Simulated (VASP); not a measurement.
# Ag2Ir2 (ordered alloy cell): computed properties

Method: PBEsol GGA, VASP's PBE PAW potentials (set 64) (plane waves; VASP).

- space group: R-3m (166)
- cell: a = b = 2.7456 Å, c = 27.9006 Å, α = β = 90.00°, γ = 120.00°
- volume per atom: 15.18 Å^3/atom
- band gap (over mesh and band path): none (metal, semimetal or under 0.01 eV)
- density: 16.41 g/cm³

AgIr is taken in the trigonal space group R-3m, hexagonal axes (No. 166), Pearson symbol hR4. Conventional cell: a = 2.746 Å, b = 2.746 Å, c = 27.901 Å, α = 90.00°, β = 90.00°, γ = 120.00°. Ir on 6c sees 9 Ir at 2.644–2.746 Å and 3 Ag at 2.862 Å (cuboctahedral). Ag on 6c sees 6 Ag at 2.746 Å and 3 Ag at 2.891 Å and 3 Ir at 2.862 Å (cuboctahedral). (Neighbours: up to the widest gap in distance over summed covalent radii, below 1.35, at either atom.)
(The calculation used a cell of 4 atoms; values per cell refer to that cell.)

Unless said otherwise, spin-orbit coupling is left out, though it shifts the bands of the heavy elements here.

The structure was generated: Ag2Ir2 was put into an ordered model structure (R-3m), which need not be its known phase. It was relaxed first. Symmetry was kept, so distortions that lower it aren't found.
